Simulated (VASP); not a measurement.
Energy against volume of GaAs (zinc blende). Method: HSE06 screened hybrid, VASP's PBE PAW potentials (set 64) (plane waves; VASP 6.6.1). Numerical set-up: 520 eV cut-off, 6×6×6 Γ-centred mesh, Gaussian smearing of 0.050 eV, potentials Ga_d As.

```tsv
V (Å³/atom)	E (eV/atom)
22.313	-4.93512
23.026	-4.93821
23.738	-4.93157
24.450	-4.91673
```

**Question.** Fit these four points and predict the energy of the run at 21.601 Å³/atom.

**Answer.** A cubic in V^(−2/3), the third-order Birch-Murnaghan form, passes through the four points with V0 = 22.88 Å³/atom and B0 = 73 GPa, and gives -4.9205 eV/atom there. The run gave -4.9205 eV/atom, +0.1 meV/atom from the fit; all five points give B0 = 73 GPa.

The compound is GaAs in the zinc blende structure. It was relaxed first. The cell's shape comes from a PBE relaxation.
